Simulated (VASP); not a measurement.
# A VASP study of TiAl (r2SCAN): structure first, properties next, part 2 of 2

Aim: relax TiAl, then compute properties on the relaxed cell. The start is a computed cell from the Materials Project.

VASP 6.6.1; r2SCAN; plane waves and PAW (Ti_sv, Al).

Still holding for the runs below: This run has no spin polarisation. Its electron count is odd, so without a moment it is a metal by construction. The k-mesh is coarse for a metal.

So far. Step 6 (Field gradients at the nuclei (r2SCAN)): The run ends at a pressure of -0.01 GPa. Step 7 (Volume scan with r2SCAN): The pressure here is 8.41 GPa.

### 8. Volume scan with r2SCAN (run 2) (continued)

This step gave:

```
SCF cycles              : 12
free energy (TOTEN)     : -20.28 eV
energy at zero smearing : -20.27 eV
Fermi energy            : 9.344 eV
pressure                : 5.398 GPa
```

The pressure falls from 8.41 to 5.40 GPa.

The run ends at a pressure of 5.40 GPa.

### 9. Volume scan with r2SCAN (run 3)

Contents of INCAR:

```
SYSTEM = TiAl
PREC = Accurate
ENCUT = 400
EDIFF = 1E-06
NELM = 100
ISMEAR = 1
SIGMA = 0.2
LREAL = .FALSE.
ALGO = Normal
METAGGA = R2SCAN
LASPH = .TRUE.
NBANDS = 13
LORBIT = 11
LWAVE = .FALSE.
LCHARG = .FALSE.
KPAR = 2
ISIF = 2
```

Contents of POSCAR:

```
TiAl
1.0
    3.1503370885      0.0000000000      0.0000000000
    0.0000000000      3.1503370885      0.0000000000
    0.0000000000      0.0000000000      3.1503370885
Ti Al
1 1
Direct
    0.0000000000      0.0000000000      0.0000000000
    0.5000000000      0.5000000000      0.5000000000
```

Contents of KPOINTS:

```
Automatic mesh
0
Gamma
8 8 8
0 0 0
```

The projector-augmented-wave data sets are Ti_sv and Al (PBE family, release 64).

The run is started by

```console
$ mpirun -np 2 vasp_std
```

Elapsed: 9.2 s, on 2 MPI ranks of Intel Xeon 6975P-C (Granite Rapids), shared host; peak memory 0.26 GiB; 14 s of CPU time.

The pressure falls from 5.40 to 2.60 GPa.

The run ends at a pressure of 2.60 GPa.

### 10. Volume scan with r2SCAN (run 4)

INCAR is that of step 9.

Contents of POSCAR:

```
TiAl
1.0
    3.1716237956      0.0000000000      0.0000000000
    0.0000000000      3.1716237956      0.0000000000
    0.0000000000      0.0000000000      3.1716237956
Ti Al
1 1
Direct
    0.0000000000      0.0000000000      0.0000000000
    0.5000000000      0.5000000000      0.5000000000
```

KPOINTS is that of step 9.

The run is started by

```console
$ mpirun -np 2 vasp_std
```

Wall time 9.2 s (2 MPI ranks); peak memory 0.26 GiB; 14 s of CPU time.

The pressure falls from 2.60 to 0.07 GPa.

The run ends at a pressure of 0.07 GPa.

### 11. Volume scan with r2SCAN (run 5)

INCAR is that of step 10.

Contents of POSCAR:

```
TiAl
1.0
    3.1926285388      0.0000000000      0.0000000000
    0.0000000000      3.1926285388      0.0000000000
    0.0000000000      0.0000000000      3.1926285388
Ti Al
1 1
Direct
    0.0000000000      0.0000000000      0.0000000000
    0.5000000000      0.5000000000      0.5000000000
```

KPOINTS is that of step 10.

The run is started by

```console
$ mpirun -np 2 vasp_std
```

Run time: 9 s. Hardware: 2 MPI ranks; peak memory 0.25 GiB.

The pressure falls from 0.07 to -2.21 GPa, so it vanishes between these two volumes.

### 12. Volume scan with r2SCAN (run 6)

INCAR is that of step 11.

Contents of POSCAR:

```
TiAl
1.0
    3.2133604739      0.0000000000      0.0000000000
    0.0000000000      3.2133604739      0.0000000000
    0.0000000000      0.0000000000      3.2133604739
Ti Al
1 1
Direct
    0.0000000000      0.0000000000      0.0000000000
    0.5000000000      0.5000000000      0.5000000000
```

KPOINTS is that of step 11.

The run is started by

```console
$ mpirun -np 2 vasp_std
```

Elapsed: 9.6 s, on 2 MPI ranks; peak memory 0.26 GiB.

The pressure falls from -2.21 to -4.39 GPa.

The run ends at a pressure of -4.39 GPa.

### 13. Volume scan with r2SCAN (run 7)

A prediction first. A parabola through the 6 pressures of evenly scaled cells so far, P = 0.08 -121.6 t +210 t² GPa with t = ln(V/V₁) and V₁ the volume at scale 1, gives -6.29 GPa at t = +0.0583.

INCAR is that of step 12.

Contents of POSCAR:

```
TiAl
1.0
    3.2338282899      0.0000000000      0.0000000000
    0.0000000000      3.2338282899      0.0000000000
    0.0000000000      0.0000000000      3.2338282899
Ti Al
1 1
Direct
    0.0000000000      0.0000000000      0.0000000000
    0.5000000000      0.5000000000      0.5000000000
```

KPOINTS is that of step 12.

The run is started by

```console
$ mpirun -np 2 vasp_std
```

The job ended after 10 s (2 MPI ranks; peak memory 0.26 GiB).

The pressure falls from -4.39 to -6.27 GPa. The parabola predicted -6.29 GPa, -0.02 GPa off.

### 14. The series together

Times are for 2 MPI ranks of Intel Xeon 6975P-C (Granite Rapids), shared host. Results by setting:

```
no.  volume scale  energy above the lowest point (meV/atom)  pressure (GPa)   time  memory (GiB)
  1          0.94                                     26.63           8.405  9.2 s          0.23
  2          0.96                                     12.02           5.398   10 s          0.23
  3          0.98                                      3.35           2.596  9.2 s          0.26
  4             1                                         0         0.06956  9.2 s          0.26
  5          1.02                                      1.49          -2.206    9 s          0.25
  6          1.04                                      7.37          -4.387  9.6 s          0.26
  7          1.06                                     17.32          -6.268   10 s          0.26
```

### 15. Fit for r2SCAN

This step: Birch-Murnaghan fit, r2SCAN; plane waves and PAW (VASP 6.6.1).

No new run; the numbers come from the runs before.

This step gave:

| Item | Value |
| --- | --- |
| pressure derivative of the bulk modulus | 3.801 |
| r.m.s. error of the fit | 1.37e-5 eV/atom |
| minimum inside the sampled range | yes |
| bulk modulus | 120.1 GPa |
| equilibrium volume of the fit | 16.01 Å³/atom |

Energy above the fitted minimum against volume:

```csv
volume (Å³/atom),energy above the fitted minimum (eV/atom)
14.995,0.0267
15.314,0.0121
15.633,0.00344
15.952,9.0e-5
16.271,0.00158
16.590,0.00746
16.909,0.0174
```

The fitted volume lies +0.35 % from the relaxed one. At a finite cutoff and mesh the minimum of the energy and the zero of the stress don't quite coincide, and the relaxation stops at a threshold.

### 16. Summary of results

| Quantity | Value |
| --- | --- |
| relaxed volume | 15.95 Å³/atom |
| relaxed conventional cell a, b, c | 3.172, 3.172, 3.172 Å |
| space group after relaxing, within 0.02 Å | Pm-3m (No. 221) |
| band gap | none, a metal |
| DOS at the Fermi level | 2.19 states/eV/cell |
| largest field gradient Vzz | zero within the noise on all sites |
| bulk modulus from the fit | 120 GPa |
| volume from the fit | 16.0 Å³/atom |

With r2SCAN, TiAl relaxes to 15.95 Å³/atom in space group Pm-3m (held by the symmetry of the run), comes out as a metal and has a bulk modulus of 120 GPa. Band structure (r2SCAN): Of the bands kept, 1 crosses the Fermi level on this path. The k-sampling is coarse for a metal, so the Fermi level, pressures and the shape of the cell carry errors. With an odd electron count and no spin the cell is a metal by construction. No search among competing phases was made, and a listed structure need not be the one stable at ambient conditions. All values are for a static lattice at zero temperature.

[Lines on the potential files, build, host, timing and source positions are cut from VASP's logs without a mark.]

[Logs are printed without paths, hosts, clocks, repeated set-up lines and the standing remarks that a program may print on its own settings, such as how far it seeks lower states.]

[Hosts, paths, dates, database ids (printed as entryN), source tags and the programs' standing remarks are cut or masked in the printed files.]

[A measured line is paired with the nearest computed mode of its activity, which favours agreement.]
